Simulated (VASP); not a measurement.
These are PBEsol GGA, VASP's PBE PAW potentials (set 64) (plane waves; VASP) values and carry that method's errors.

A VASP calculation is set up with these files.

### INCAR
```
ALGO=Normal
EDIFF=1E-7
EDIFFG=-0.01
ENCUT=600
GGA=PS
IBRION=2
ISIF=3
ISMEAR=1
LASPH=.True.
LCHARG=.False.
LMAXMIX=6
LREAL=.False.
LWAVE=.False.
NELM=100
NSW=40
PREC=Accurate
PSTRESS=200
SIGMA=0.1
SYSTEM=WC
```

### POSCAR
```
WC
1
    1.4510607390    -2.5133109992    -0.0000000000
    1.4510607390     2.5133109992     0.0000000000
   -0.0000000000    -0.0000000000     2.8291178855
W C
1 1
Direct
  0.0000000000   0.0000000000   0.0000000000
  0.3333330000   0.6666670000   0.5000000000
```

**KPOINTS**
```
Automatic mesh
0
Gamma
14 14 12
0 0 0
```

POTCAR, in this order: W_sv C (PBE.64 set). Program: vasp_std.

Task: What will the output report for the number of irreducible k-points (NKPTS), number of bands (NBANDS), largest plane-wave count, number of space-group operations, FFT grid (NGX, NGY, NGZ)?

Result: 
```yaml
number of irreducible k-points (NKPTS): 168
number of bands (NBANDS): 13
largest_plane_wave_count: 702
number_of_space_group_operations: 12
FFT grid (NGX, NGY, NGZ): 24 × 24 × 24
```

The compound is WC in the wc structure. This run relaxes it under an external pressure of 20 GPa. Symmetry was kept, so distortions that lower it aren't found.
